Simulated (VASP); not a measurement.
Consider the following.

```xyz
1
Lattice="-2.1183 2.1183 2.1183 2.1183 -2.1183 2.1183 2.1183 2.1183 -2.1183" Properties=species:S:1:pos:R:3 pbc="T T T"
Na     0.0000     0.0000     0.0000
```

Method: r2SCAN meta-GGA, VASP's PBE PAW potentials (set 64) (plane waves; VASP 6.6.1). Run with PREC = Normal, EDIFF = 1E-5, 400 eV cut-off, 14×14×14 Γ-centred mesh, first-order Methfessel-Paxton smearing of 0.10 eV, potentials Na_pv.

### Question
What does the run give for the energy per atom (σ→0), band gap (on the k-mesh) with the smallest direct gap where there is one?

### Answer

- band gap (on the k-mesh) = none (metal, semimetal or under 0.01 eV)
- energy per atom (σ→0) = -3.559 eV/atom

Only differences to runs with the same potentials and settings are physical.

The compound is Na in the bcc structure. It was relaxed first.
